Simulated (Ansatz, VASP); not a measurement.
**Cross-check of MoS2 between VASP and Ansatz**

Aim: how closely do two programs agree when they are given the same cell, functional and k mesh? The cell comes out of the VASP series on this material, whose earlier steps may have relaxed, scaled or displaced it; both programs get it as it stands.

Main program and level: Ansatz 0.2.0; plane waves, with VASP 6.6.1 beside it; zone-centre phonons at PBE and elastic constants at PBE.

## 1. The starting structure

The structure is hexagonal, space group P6_3/mmc (No. 194). Conventional cell: a = 3.183 Å, b = 3.183 Å, c = 13.525 Å, α = 90.00°, β = 90.00°, γ = 120.00°. Nearest to Mo lie 6 S at 2.41 Å. Nearest to S lie 3 Mo at 2.41 Å. Farther neighbours and most contacts between anions are not listed.

Structure file:

```cif
data_structure
_symmetry_space_group_name_H-M 'P 1'
_symmetry_Int_Tables_number 1
_cell_length_a 3.1830
_cell_length_b 3.1830
_cell_length_c 13.5253
_cell_angle_alpha 90.000
_cell_angle_beta 90.000
_cell_angle_gamma 120.000
_cell_volume 118.67
loop_
_atom_site_label
_atom_site_type_symbol
_atom_site_fract_x
_atom_site_fract_y
_atom_site_fract_z
_atom_site_occupancy
Mo1 Mo 0.33333 0.66667 0.25000 1
Mo2 Mo 0.66667 0.33333 0.75000 1
S3 S 0.33333 0.66667 0.63451 1
S4 S 0.66667 0.33333 0.13451 1
S5 S 0.33333 0.66667 0.86549 1
S6 S 0.66667 0.33333 0.36549 1
```

## 2. Ansatz: zone-centre phonons, PBE

Ansatz runs on its default PAW (the set named soft_2) files.

Second derivatives magnify differences that forces hide, and they need a tight electronic threshold.

Contents of input.yaml:

```yaml
crystal:
  lattice:
    - [3.1830027894, 0.0, 0.0]
    - [-1.5915013947, 2.7565612759, 0.0]
    - [0.0, 0.0, 13.5252523405]
  atoms:
    - { symbol: Mo, position: [0.3333333333, 0.6666666667, 0.25] }
    - { symbol: Mo, position: [0.6666666667, 0.3333333333, 0.75] }
    - { symbol: S, position: [0.3333333333, 0.6666666667, 0.6345095549] }
    - { symbol: S, position: [0.6666666667, 0.3333333333, 0.1345095549] }
    - { symbol: S, position: [0.3333333333, 0.6666666667, 0.8654904451] }
    - { symbol: S, position: [0.6666666667, 0.3333333333, 0.3654904451] }
hamiltonian:
  xc: pbe
  pseudopotentials: { kind: paw }
kpoints:
  mp_grid: { grid: [7, 7, 2] }
scf:
  occupations: { method: fixed }
phonons:
  method: dfpt
  qpoints: [[0, 0, 0]]
  dielectric: true
  rigid_motions: translations
```

Launch:

```bash
> ansatz run input.yaml --threads 4 --pin off --max-ram 9216MiB --backend cpu --events-out ev --progress --plain --runs-dir out
```

Numbers of over 12 decimals in the logs are rounded to 6 here.

What it wrote:

```text
Engine: ansatz 0.2.0, aarch64-unknown-linux-gnu
Pseudopotentials: kind: paw
Pseudopotential: Mo, paw, valence charge 14, recommended cutoff 420 eV (normal), Mo.paw.azcp
Pseudopotential: S, paw, valence charge 6, recommended cutoff 420 eV (normal), S.paw.azcp
Functional definition: PBE
  parameter kappa = 0.804
  parameter beta = 0.066725
  exchange = pbe_x(kappa = kappa, mu = beta*pi^2/3)
  correlation = pbe_c(beta = beta)
Crystal: 6 atoms, lattice volume = 118.672 Å³
Basis set: ecut = 420 eV, 2361 PW (Γ), exchange–correlation on 48×48×192 points (8 copies of the dense FFT grid, shifted against one another)
Bands: 32, of which v1, the nominal top of the filled ones, is band 26 counted from 1 (25 counted from 0)
Symmetry: 24 space group operations
k-points: 32 of 98 (irreducible under 2 space group operations, time reversal used)
Non-local potential: Mo, projectors of the file, l = 0: 3, l = 1: 2, l = 2: 2, l = 3: 1
Non-local potential: S, projectors of the file, l = 0: 2, l = 1: 2, l = 2: 2
PAW form: soft (Blöchl's): semilocal exchange-correlation on the pseudo side does not see the compensation charge
PAW one-centre angular grid: Mo, 590 points (default); XC on 64 Gauss nodes
PAW one-centre angular grid: S, 110 points (default); XC on 64 Gauss nodes
Initial density: superposition of atomic densities (neutral atoms: chi_scale 0, normalization atom), corrected by the library's trained network
Initial wavefunctions: pseudopotential atomic-orbital guess
Functional: x = pbe(κ = 0.804, μ = 0.219515), c = pbe(β = 0.066725)
SCF iter   1: F=—  HF=-13525.618267 eV  |F-HF|=—  |Δ(HF+E_count)|=         —  Δρ=5.25e-3  dr2=1.53e-2  ethr=1.77e-3  ⟨swp⟩=5.7  Hψ=4113  notcnv=0  defer=101
preconditioner: auto → Resta (q_TF=auto, 2.378 Å⁻¹)  ε∞=8.1  [insulator: Δε(μ)=1.380 eV  Ē_g=7.673 eV  n_scr=28 (ndim 8)  ℏωp=20.5 eV  f_vac=0.103  ε∞_Penn≈8.1]
SCF iter   2: F=—  HF=-13525.626463 eV  |F-HF|=—  |Δ(HF+E_count)|=   8.20e-3  Δρ=2.98e-3  dr2=3.27e-3  ethr=2.94e-5  ⟨swp⟩=2.6  Hψ=1983  notcnv=0  defer=126
SCF iter   3: F=—  HF=-13525.630867 eV  |F-HF|=—  |Δ(HF+E_count)|=   4.40e-3  Δρ=1.24e-3  dr2=1.41e-3  ethr=6.29e-6  ⟨swp⟩=2.0  Hψ=1470  notcnv=0  defer=126
SCF iter   4: F=—  HF=-13525.631778 eV  |F-HF|=—  |Δ(HF+E_count)|=   9.11e-4  Δρ=1.44e-4  dr2=4.53e-5  ethr=2.70e-6  ⟨swp⟩=2.0  Hψ=1482  notcnv=0  defer=126
SCF iter   5: F=—  HF=-13525.631813 eV  |F-HF|=—  |Δ(HF+E_count)|=   3.54e-5  Δρ=4.68e-5  dr2=8.21e-6  ethr=8.71e-8  ⟨swp⟩=2.0  Hψ=1535  notcnv=0  defer=62
SCF iter   6: F=—  HF=-13525.631816 eV  |F-HF|=—  |Δ(HF+E_count)|=   2.59e-6  Δρ=1.34e-5  dr2=2.92e-7  ethr=1.58e-8  ⟨swp⟩=2.0  Hψ=1399  notcnv=0  defer=56
SCF iter   7: F=—  HF=-13525.631815 eV  |F-HF|=—  |Δ(HF+E_count)|=   1.34e-6  Δρ=2.85e-6  dr2=8.40e-9  ethr=5.61e-10  ⟨swp⟩=2.0  Hψ=1494  notcnv=0  defer=56
SCF iter   8: F=—  HF=-13525.631815 eV  |F-HF|=—  |Δ(HF+E_count)|=   2.26e-8  Δρ=4.74e-7  dr2=2.95e-10  ethr=1.62e-11  ⟨swp⟩=2.2  Hψ=1597  notcnv=0  defer=56
SCF iter   9: F=-13525.631815 eV  HF=-13525.631815 eV  |F-HF|=6.73e-11  |Δ(HF+E_count)|=   1.05e-9  Δρ=1.13e-7  dr2=2.18e-11  ethr=1.00e-12  ⟨swp⟩=13.9  Hψ=6716  notcnv=0
SCF 1 converged in 9 iterations: F = -13525.631815 eV  dr2 = 2.18e-11
  greatest PAW one-centre occupation: 0.998 electrons in one spin orbital (limit 2), on the Mo atom at site 1 (counted from 0), in its partial waves of l = 0
NSCF: frozen V_eff on 6 k-points
DFPT response loops at Γ: preconditioner auto → Resta (q_TF=auto, 2.378 Å⁻¹)  ε∞=6.6 (no band partly filled); β = 1.00, the filter's whole step (`scf.mixing.beta` (0.50) is not read by the response loops at its default; to damp them type it under 1.00, their step now; it binds the ground state too); Broyden in place of MSR1
── the response to a field inside a basis, on 8×8×2 k-points: an SCF that follows is theirs, and a resumed run solves both again ──
Bands: 27, of which v1, the nominal top of the filled ones, is band 26 counted from 1 (25 counted from 0)
k-points: 20 of 128 (irreducible under 8 space group operations)
Initial density: handed on by an earlier stage of this run
Initial wavefunctions: pseudopotential atomic-orbital guess (no wavefunctions were taken with the density)
Eigensolver: Dense (20 Hₖ)
SCF iter   1: F=—  HF=-13525.569582 eV  |F-HF|=—  |Δ(HF+E_count)|=         —  Δρ=2.70e-4  dr2=2.21e-5  ethr=1.00e-1
preconditioner: auto → Resta (q_TF=auto, 2.378 Å⁻¹)  ε∞=9.3  [insulator: Δε(μ)=1.442 eV  Ē_g=7.080 eV  n_scr=28 (ndim 8)  ℏωp=20.5 eV  f_vac=0.102  ε∞_Penn≈9.3]
SCF iter   2: F=—  HF=-13525.569596 eV  |F-HF|=—  |Δ(HF+E_count)|=   1.37e-5  Δρ=1.45e-4  dr2=6.68e-6  ethr=4.25e-8
SCF iter   3: F=—  HF=-13525.569602 eV  |F-HF|=—  |Δ(HF+E_count)|=   6.87e-6  Δρ=4.01e-5  dr2=3.28e-6  ethr=1.28e-8
SCF iter   4: F=-13525.569602 eV  HF=-13525.569602 eV  |F-HF|=8.90e-9  |Δ(HF+E_count)|=   3.04e-7  Δρ=8.63e-6  dr2=8.54e-8  ethr=6.31e-9
SCF 1 converged in 4 iterations: F = -13525.569602 eV  dr2 = 8.54e-8
DFPT response loops at Γ: preconditioner auto → Resta (q_TF=auto, 2.378 Å⁻¹)  ε∞=6.4 (no band partly filled); β = 1.00, the filter's whole step (`scf.mixing.beta` (0.50) is not read by the response loops at its default; to damp them type it under 1.00, their step now; it binds the ground state too); Broyden in place of MSR1
WARN: field response: ε∞ stands inside a basis, on 8×8×2 points; the force constants stand on the 7×7×2 k-mesh, whose period is 12.71 times the interband length at k = (0.2857, 0.2857, 0.0000), direct gap 2.092 eV, under 14: take them and everything formed from them as unconverged, and compare with a denser kpoints.mp_grid
SCF converged after 9 iterations
Free energy (F): -13525.631815 eV
Harris-Foulkes:  -13525.631815 eV  (|F-HF|=6.73e-11)
Internal energy: -13525.631815 eV  (E = F + TS)
E sigma→0 (E₀):  -13525.631815 eV
Fermi energy:    9.055953 eV
--- Per-component energies (eV) ---
  E_band       = -392.910461
  E_kinetic    = 1310.222611
  E_local      = -4802.128867  (includes V_loc(G=0)·N_el)
  E_nonlocal   = 398.173815
  E_hartree    = 1908.200868
  E_xc         = -756.303108
  E_vxc        = -809.017383  (∫ρ·V_xc dr)
  E_paw        = -8802.962064  (= ΣΔE_a)
  E_vpaw       = -306.562321  (= ΣTr[D̂ρ^β])
  E_aug_tail   = 0.000086  (compensation charges beyond the density's cutoff)
  E_ewald      = -2780.835156
  E_smearing   = -0.000000  (= −TS)
  E_closure    = 0.000000  (closes the sum)
  Σ components = -13525.631815   (vs F -13525.631815, Δ=0.00e0)
--- Band table (eV; the first three rows and the last of 32) ---
  k-point 0: bands = [... 22 lower, 7.1634, 7.5419, 8.3515, 9.0560, 11.4172, 11.4172, 11.4249, 11.4249, ... 2 higher]
  k-point 1: bands = [... 22 lower, 7.1582, 7.1582, 8.8141, 8.8141, 11.4205, 11.4205, 11.4205, 11.4205, ... 2 higher]
  k-point 2: bands = [... 22 lower, 7.3767, 7.9366, 8.2832, 8.6672, 10.9496, 11.1680, 11.2813, 11.3060, ... 2 higher]
  k-point 31: bands = [... 22 lower, 7.1969, 7.1969, 7.9503, 7.9503, 10.7810, 10.7810, 11.2166, 11.2166, ... 2 higher]
--- Phonons (Γ-DFPT): 4 representative perturbations + reference, on 32 of 98 k-points (Σ response iterations 13) ---
  k mesh reduced under 2 symmetry operations, with k and −k counted as one. Each operation leaves every solved perturbation unchanged. A smaller set is not considered because the run solves the response to a homogeneous field
  ASR residual: 8.242e-5 → 0.000e0 eV/Å²; symmetrization residual: 7.606e-6 eV/Å²
  ASR residual per site (eV/Å²): 8.24e-5 8.24e-5 4.53e-5 4.53e-5 4.53e-5 4.53e-5
  Γ frequencies (cm⁻¹): 0.00 0.00 0.00 12.32 12.32 22.56 276.71 276.71 277.03 277.03 373.49 373.49 373.53 373.53 397.14 398.13 457.94 459.12
  ε∞ (high-frequency dielectric tensor):
       13.947675    -0.000000    -0.000000
       -0.000000    13.947675    -0.000000
       -0.000000    -0.000000     4.336847
  ε⁰ (static dielectric tensor: ions relaxed, cell fixed):
       14.101080    -0.000000    -0.000000
       -0.000000    14.101080    -0.000000
       -0.000000    -0.000000     4.349818
  ε⁰ − ε∞ (ionic part):
        0.153405     0.000000     0.000000
        0.000000     0.153405     0.000000
        0.000000     0.000000     0.012971
  softest optical mode at Γ: 12.32 cm⁻¹; the repairs (sum rule, projections) moved no ω² at Γ by more than (1.24 cm⁻¹)²
  Born effective charges Z* (e; rows j = field, columns β = displacement):
    site 0:
        -0.99590   -0.00000    0.00000
        -0.00000   -0.99590   -0.00000
         0.00000   -0.00000   -0.35506
    site 1:
        -0.99590   -0.00000    0.00000
        -0.00000   -0.99590   -0.00000
         0.00000   -0.00000   -0.35506
    site 2:
         0.49795    0.00000   -0.00000
        -0.00000    0.49795   -0.00000
        -0.00000   -0.00000    0.17753
    site 3:
         0.49795    0.00000   -0.00000
         0.00000    0.49795    0.00000
        -0.00000    0.00000    0.17753
    site 4:
         0.49795    0.00000    0.00000
         0.00000    0.49795    0.00000
        -0.00000    0.00000    0.17753
    site 5:
[...]
Z* charge neutrality: 1.307e-2 e pre-enforcement
  solved inside a basis spanned on kpoints, on 8×8×2 k-points, its susceptibility summed on 16×16×4: ε∞ is read to err by 6.6e-2, Z* by 1.8e-2 e (field_mesh: kpoints solves on kpoints); Z* is corrected for what the basis lacks
  optical modes at Γ without the LO–TO term, one row a degenerate level:
      ω (cm⁻¹)  modes    IR ((D/Å)²/amu)
[...]
optical modes at Γ + LO–TO along q̂ = [1.0000, 0.0000, 0.0000]:
      ω (cm⁻¹)  modes    IR ((D/Å)²/amu)
[...]
optical modes at Γ + LO–TO along q̂ = [0.0000, 1.0000, 0.0000]:
      ω (cm⁻¹)  modes    IR ((D/Å)²/amu)
[...]
optical modes at Γ + LO–TO along q̂ = [0.0000, 0.0000, 1.0000]:
      ω (cm⁻¹)  modes    IR ((D/Å)²/amu)
[...]
276.71      2             0.0000
        277.03      2             0.0000
        373.49      2             2.3813
        373.53      2             0.0000
        397.14      1             0.0000
        398.13      1             0.0000
        458.63      1             0.1513
        459.12      1             0.0000
--- Phonons (arbitrary-q DFPT): 1 explicit q-point ---
  q = [0, 0, 0] (of the zone-centre solve; hermiticity 3.45e-7, symmetrization 1.58e-7): -0.00 0.00 0.00 12.32 12.32 22.56 276.71 276.71 277.03 277.03 373.49 373.49 373.53 373.53 397.14 398.13 457.94 459.12
  sum rule: each row above includes the acoustic sum rule's correction from the zone centre's row sums; it moved no ω² by more than (0.62 cm⁻¹)²
```

The job ended after 100 s (4 threads of Arm Neoverse N1, shared host; peak memory 0.9 GiB).

[end of part 1 of 3]

[Lines on the potential files, build, host, timing and source positions are cut from VASP's logs without a mark.]

[Logs are printed without paths, hosts, clocks, repeated set-up lines and the standing remarks that a program may print on its own settings, such as how far it seeks lower states.]

[Hosts, paths, dates, database ids (printed as entryN), source tags and the programs' standing remarks are cut or masked in the printed files.]
